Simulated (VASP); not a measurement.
Input of a VASP 6.6.1 run:

Contents of INCAR:

```
SYSTEM = Al4B3P
PREC = Normal
ENCUT = 520
EDIFF = 1E-4
ISMEAR = 0
SIGMA = 0.15
LREAL = .False.
LASPH = .True.
NELM = 60
ALGO = Fast
ISIF = 3
LWAVE = .False.
LCHARG = .False.
GGA = PE
IBRION = 2
NSW = 24
EDIFFG = -0.08
```

The input KPOINTS:

```
Automatic mesh
0
Gamma
  5 5 2
  0 0 0
```

POSCAR

```
Al4B3P
1.0
    3.4367239400      0.0000000000      0.0000000000
   -1.7183619700      2.9762902400      0.0000000000
    0.0000000000      0.0000000000      9.8997866900
Al B P
4 3 1
Direct
    0.0000000000      0.0000000000      0.1150030000
    0.0000000000      0.0000000000      0.6256560100
    0.0000000000      0.0000000000      0.3743439900
    0.0000000000      0.0000000000      0.8849970000
    0.6666666700      0.3333333300      0.5000000000
    0.3333333300      0.6666666700      0.2478890000
    0.3333333300      0.6666666700      0.7521110000
    0.6666666700      0.3333333300      0.0000000000
```

Potentials or basis: VASP PAW PBE potentials, release 64 (Al, B, P).

Run with:

```bash
$ cat potpaw_PBE.64/Al/POTCAR potpaw_PBE.64/B/POTCAR potpaw_PBE.64/P/POTCAR > POTCAR
$ mpirun -np 1 vasp_std > vasp.out
```

Problem. Predict the relaxed cell.

Solution. a = 2.976 Å, b = 2.976 Å, c = 12.771 Å, α = 90.00°, β = 90.00°, γ = 120.00°.

Problem. What does it give for the band gap on the k mesh?

Solution. None (metal or under the smearing width).

Problem. Predict the space group after relaxing (to 0.05 Å).

Solution. P-6m2 (No. 187).

Step by step:
```tsv
step	energy change (eV)	largest force (eV/Å)	pressure (GPa)	volume (Å³)
1	0.0000	5.3731	10.10	101.26
2	-1.2508	0.9248	-6.13	113.26
3	-1.3345	0.6687	-3.63	110.36
4	-1.5328	0.4820	-1.04	106.58
5	-1.6367	0.6869	4.32	100.83
6	-1.7539	0.5217	2.12	101.86
7	-1.9281	0.8155	-3.78	104.36
8	-1.9515	0.7115	-1.63	103.45
9	-1.9605	0.6466	-2.39	103.76
10	-2.0212	0.7751	-2.08	102.06
11	-2.0461	0.9372	-1.76	101.21
12	-2.0833	1.1419	-0.59	99.41
13	-2.0821	1.0827	-1.24	100.29
14	-2.0893	1.1139	-0.95	99.87
15	-2.1070	0.6204	1.24	97.53
16	-2.1375	0.6316	0.20	98.55
17	-2.1855	0.3407	-0.18	98.85
18	-2.2144	0.3298	-0.64	99.32
19	-2.2446	0.1921	-0.21	98.50
20	-2.2474	0.1703	-0.05	98.21
21	-2.2544	0.0734	0.07	97.96
```

Caveat: the k mesh is coarse (spacing up to 0.42 Å⁻¹), so the values aren't converged; the relaxation stopped at a loose force limit of 0.08 eV/Å, so its end isn't a converged minimum.
